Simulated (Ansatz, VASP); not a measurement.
# Zn (Zinc) in two plane-wave programs, part 2 of 2

Wanted: the spread between two codes on one cell, functional and k mesh. The cell is taken from a series of runs on this material, whose earlier steps may have relaxed, scaled, displaced or heated it; both programs get it as it stands.

VASP 6.6.1 and Ansatz 0.2.0.

So far: Set-up; Ansatz: zone-centre phonons, LDA, pair 1; VASP: zone-centre phonons, LDA, pair 1.

**3. VASP: zone-centre phonons, LDA, pair 1 (continued)**

Level of this step: LDA; plane waves and PAW (Zn) (VASP).

Numbers of over 12 decimals in the logs are rounded to 6 here.

OUTCAR, selected parts (step 3):

```text
ion  position               nearest neighbor table
   1  0.333  0.667  0.250-   2 2.82   2 2.82   2 2.82   2 2.82   2 2.82   2 2.82
   2  0.667  0.333  0.750-   1 2.82   1 2.82   1 2.82   1 2.82   1 2.82   1 2.82

  LATTYP: Found a hexagonal cell.
 ALAT       =     2.6179652395
 C/A-ratio  =     1.8222180864

 Subroutine GETGRP returns: Found 24 space group operations
 (whereof 12 operations were pure point group operations)

The static configuration has the point symmetry D_3d.
 The point group associated with its full space group is D_6h.

 Found     42 irreducible k-points:

   k-points           NKPTS =     42   k-points in BZ     NKDIM =     42   number of bands    NBANDS=     18

   dimension x,y,z NGX =    20 NGY =   20 NGZ =   36
   dimension x,y,z NGXF=    40 NGYF=   40 NGZF=   72

   ENCUT  =  500.0 eV  36.75 Ry    6.06 a.u.   4.77  4.77  8.70*2*pi/ulx,y,z

   NELECT =      24.0000    total number of electrons

 k-points in reciprocal lattice and weights: Automatic mesh
   0.00000000  0.00000000  0.00000000       0.003
   0.10000000  0.00000000  0.00000000       0.015
   0.20000000  0.00000000  0.00000000       0.015
   0.30000000  0.00000000  0.00000000       0.015
   0.40000000  0.00000000  0.00000000       0.015
   0.50000000 -0.00000000  0.00000000       0.007
   0.10000000  0.10000000  0.00000000       0.015
   0.20000000  0.10000000  0.00000000       0.030
   0.30000000  0.10000000  0.00000000       0.030
[...]
0.40000000  0.20000000  0.50000000       0.015
   0.30000000  0.30000000  0.50000000       0.015

 average (electrostatic) potential at core
       1 -37.6887       2 -37.6887

  Total       -0.7874800     -0.7874800     -0.4564521      0.0000000     -0.0000000      0.0000000
  in kB      -44.5581886    -44.5581887    -25.8275465      0.0000000     -0.0000000      0.0000000
  external PRESSURE =     -38.3146413 kB  Pullay stress =       0.0000000 kB

  energy-cutoff  :      500.00
  volume of cell :       28.32
      direct lattice vectors                 reciprocal lattice vectors
     2.617965240  0.000000000  0.000000000     0.381976042  0.220533971  0.000000000
    -1.308982620  2.267224404  0.000000000     0.000000000  0.441067941  0.000000000
     0.000000000  0.000000000  4.770503609     0.000000000  0.000000000  0.209621474

 POSITION                                       TOTAL-FORCE (eV/Angst)
 -----------------------------------------------------------------------------------
     -0.00000      1.51148      1.19263         0.000000      0.000000      0.000000
      1.30898      0.75574      3.57788        -0.000000     -0.000000      0.000000
 -----------------------------------------------------------------------------------
    total drift:                                0.000000     -0.000000      0.000000

 Eigenvectors and eigenvalues of the dynamical matrix
 ----------------------------------------------------

   1 f  =    4.485397 THz    28.182579 2PiTHz  149.616732 cm-1    18.550102 meV
             X         Y         Z           dx          dy          dz
     -0.000000  1.511483  1.192626     0.000000    0.000000    0.707107
      1.308983  0.755741  3.577878    -0.000000    0.000000   -0.707107

   2 f  =    2.284704 THz    14.355217 2PiTHz   76.209515 cm-1     9.448771 meV
             X         Y         Z           dx          dy          dz
     -0.000000  1.511483  1.192626    -0.219514    0.672171    0.000000
      1.308983  0.755741  3.577878     0.219514   -0.672171    0.000000

   3 f  =    2.284704 THz    14.355217 2PiTHz   76.209515 cm-1     9.448771 meV
             X         Y         Z           dx          dy          dz
     -0.000000  1.511483  1.192626    -0.672171   -0.219514    0.000000
      1.308983  0.755741  3.577878     0.672171    0.219514    0.000000

   4 f  =    0.000000 THz     0.000000 2PiTHz    0.000000 cm-1     0.000000 meV
             X         Y         Z           dx          dy          dz
     -0.000000  1.511483  1.192626     0.000000    0.000000    0.707107
      1.308983  0.755741  3.577878    -0.000000    0.000000    0.707107

   5 f/i=    0.000000 THz     0.000000 2PiTHz    0.000000 cm-1     0.000000 meV
             X         Y         Z           dx          dy          dz
     -0.000000  1.511483  1.192626    -0.693589    0.137603   -0.000000
      1.308983  0.755741  3.577878    -0.693589    0.137603    0.000000

   6 f/i=    0.000000 THz     0.000000 2PiTHz    0.000001 cm-1     0.000000 meV
             X         Y         Z           dx          dy          dz
     -0.000000  1.511483  1.192626     0.137603    0.693589   -0.000000
      1.308983  0.755741  3.577878     0.137603    0.693589    0.000000

 ELASTIC MODULI CONTR FROM IONIC RELAXATION (kBar)
 Direction    XX          YY          ZZ          XY          YZ          ZX
 --------------------------------------------------------------------------------
 XX          -5.9302      5.9302      0.0000      0.0000      0.0000     -0.0000
 YY           5.9302     -5.9302     -0.0000      0.0000      0.0000     -0.0000
 ZZ           0.0000     -0.0000     -0.0000     -0.0000      0.0000     -0.0000
 XY           0.0000      0.0000     -0.0000     -5.9302     -0.0000      0.0000
 YZ           0.0000      0.0000      0.0000     -0.0000     -0.0000      0.0000
 ZX          -0.0000     -0.0000     -0.0000      0.0000      0.0000     -0.0000
 --------------------------------------------------------------------------------
```

**4. Side by side**

Known differences besides the potentials themselves: the two LDA forms differ slightly; VASP's run holds the zone centre alone; the cutoff is 260 eV in Ansatz and 500 eV in VASP; VASP's log shows a relativistic correction to its local exchange, Ansatz's none; Ansatz's log warns that its cutoff lies below the recommended one. Total energies have different zeros and are not compared.

Both answers:

| quantity | Ansatz | VASP | difference |
| --- | --- | --- | --- |
| optical mode 1 to 2 (cm⁻¹) | 91.5 | 76.2 | +20.02 % |
| optical mode 3 (cm⁻¹) | 192.7 | 149.6 | +28.82 % |

Modes are paired by rising frequency, not by their patterns, so a pair may set unlike modes beside each other; they are those without the splitting of longitudinal modes.

**5. Ansatz: zone-centre phonons, LDA, pair 2**

Second derivatives magnify differences that forces hide, and they need a tight electronic threshold.

The cell is taken from a series of runs on this material, whose earlier steps may have relaxed, scaled, displaced or heated it; both programs get it as it stands.

input.yaml

```yaml
crystal:
  lattice:
    - [2.6179652395, 0.0, 0.0]
    - [-1.3089826198, 2.2672244037, 0.0]
    - [0.0, 0.0, 4.770503609]
  atoms:
    - { symbol: Zn, position: [0.3333333333, 0.6666666667, 0.25] }
    - { symbol: Zn, position: [0.6666666667, 0.3333333333, 0.75] }
kpoints:
  mp_grid: { grid: [10, 10, 4] }
hamiltonian:
  xc: lda
scf:
  occupations: { method: gaussian, width: 0.1 }
output:
  eigenvalues: true
basis:
  ecutwfc: 260.0
phonons:
  method: dfpt
```

Run with:

```
$ ansatz run input.yaml --threads 4 --pin off --max-ram 14336MiB --backend cpu --events-out ev --progress --plain --runs-dir out
```

The program printed:

```text
[...]
zone centre: on kpoints.mp_grid the ground state, and the responses unless they are solved on pairs of k-points, stand on 93 of the mesh's 400 k-points, reduced under 4 symmetry operations, with k and −k counted as one. Each operation leaves every solved displacement unchanged or reverses it
[...]
Crystal: 2 atoms, lattice volume = 28.315 Å³
[...]
k mesh reduced under 4 symmetry operations, with k and −k counted as one. Each operation leaves every solved displacement unchanged or reverses it
  ASR residual: 4.636e-5 → 0.000e0 eV/Å²; symmetrization residual: 2.498e-10 eV/Å²
  ASR residual per site (eV/Å²): 4.64e-5 4.64e-5
  Γ frequencies (cm⁻¹): 0.00 0.00 0.00 91.47 91.47 192.73
  non-analytic LO–TO correction: not included (Born effective charges unavailable; polar crystals: no LO–TO splitting at Γ)
[key lines of the parts left out:]
SCF converged after 8 iterations
Free energy (F): -6490.917375 eV
Fermi energy:    11.683603 eV
```

**6. VASP: zone-centre phonons, LDA, pair 2**

The same cell, functional (in two slightly different forms), mesh and smearing now go to VASP, with its own data sets.

INCAR

```
SYSTEM = Zn
PREC = Accurate
ENCUT = 500
EDIFF = 1E-08
NELM = 120
ISMEAR = 0
SIGMA = 0.1
LREAL = .FALSE.
ALGO = Normal
GGA = CA
NBANDS = 18
LORBIT = 11
LWAVE = .FALSE.
LCHARG = .FALSE.
ISIF = 2
IBRION = 8
LASPH = .TRUE.
GGA_COMPAT = .FALSE.
KPAR = 2
```

POSCAR

```
Zn
1.0
    2.6179652395      0.0000000000      0.0000000000
   -1.3089826198      2.2672244037      0.0000000000
    0.0000000000      0.0000000000      4.7705036090
Zn
2
Direct
    0.3333333333      0.6666666667      0.2500000000
    0.6666666667      0.3333333333      0.7500000000
```

KPOINTS

```
Automatic mesh
0
Gamma
10 10 4
0 0 0
```

Potentials, in the order of the species: Zn (LDA family, release 64).

Run with:

```
$ mpirun -np 2 vasp_std
```

The program printed:

```text
[... set-up lines as in an earlier step ...]
 entering main loop
       N       E                     dE             d eps       ncg     rms          rms(c)
[... 12 cycles as in an earlier step ...]
   1 F= -.37793541E+01 E0= -.37785716E+01  d E =-.156491E-02
 Linear response reoptimize wavefunctions to high precision
[... 2 cycles as in an earlier step ...]
 Linear response DOF=           2
 Linear response progress:
  Degree of freedom:   1/  2
       N       E                     dE             d eps       ncg     rms          rms(c)
[... 10 cycles as in an earlier step ...]
 first order change of Fermi-energy  -0.33852E-04
 force on displaced ion       1 direction 1 :  -0.698   0.000   0.000
 Linear response progress:
  Degree of freedom:   2/  2
       N       E                     dE             d eps       ncg     rms          rms(c)
[... 13 cycles as in an earlier step ...]
 first order change of Fermi-energy   0.21790E-04
 force on displaced ion       1 direction 3 :  -0.000  -0.000  -2.691
 Linear response finished
```

OUTCAR, selected parts (step 6):

```text
[... 4 parts as in an earlier step ...]
```

**7. Differences**

Compared:

| quantity | Ansatz | VASP | difference |
| --- | --- | --- | --- |
| optical mode 1 to 2 (cm⁻¹) | 91.5 | 76.2 | +20.02 % |
| optical mode 3 (cm⁻¹) | 192.7 | 149.6 | +28.82 % |

Modes are paired by rising frequency, not by their patterns, so a pair may set unlike modes beside each other; they are those without the splitting of longitudinal modes.

**8. Results**

| Property | Result |
| --- | --- |
| r.m.s. difference of the optical zone-centre modes, each program's sorted by frequency (zone-centre phonons, LDA, pair 1) | 28 cm⁻¹ |
| difference in optical mode 3 (zone-centre phonons, LDA, pair 1) | +28.8 % |
| r.m.s. difference of the optical zone-centre modes, each program's sorted by frequency (zone-centre phonons, LDA, pair 2) | 28 cm⁻¹ |
| difference in optical mode 3 (zone-centre phonons, LDA, pair 2) | +28.8 % |

In words: The r.m.s. difference of the optical zone-centre modes, each program's sorted by frequency is 28 cm⁻¹ (zone-centre phonons, LDA, pair 1). Among the rows given in per cent, the largest difference of the zone-centre phonons, LDA, pair 1 pair is in optical mode 3, +28.8 %. Ansatz's own log doubts the convergence of its zone-centre phonons, LDA, pair 1 run, which may account for the difference. Among the rows given in per cent, the largest difference of the zone-centre phonons, LDA, pair 2 pair is in optical mode 3, +28.8 %. Ansatz's own log doubts the convergence of its zone-centre phonons, LDA, pair 2 run, which may account for the difference. How closely two codes agree says nothing of how well the functional describes the real material.

[Lines on the potential files, build, host, timing and source positions are cut from VASP's logs without a mark.]

[Logs are printed without paths, hosts, clocks, repeated set-up lines and the standing remarks that a program may print on its own settings, such as how far it seeks lower states.]

[Hosts, paths, dates, database ids (printed as entryN), source tags and the programs' standing remarks are cut or masked in the printed files.]
